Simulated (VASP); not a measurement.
Here is the system:

```
CELL_PARAMETERS angstrom
      1.32524    -2.29538     0.00000
      1.32524     2.29538     0.00000
      0.00000     0.00000     4.65725
ATOMIC_POSITIONS crystal
  Zn 0.33333 0.66667 0.25000
  Zn 0.66667 0.33333 0.75000
```

The numbers are results of PBE GGA with D3 dispersion (zero damping), VASP's PBE PAW potentials (set 64) (plane waves; VASP), not measurements. Settings: 520 eV cut-off, Gaussian smearing of 0.050 eV, potentials Zn.

### Question
Predict the band gap (along the path) with the smallest direct gap where there is one.

### Answer

band gap (along the path): none (metal, semimetal or under 0.01 eV)

The compound is Zn in the hcp structure. It was relaxed first, which changed the volume by -7 %.
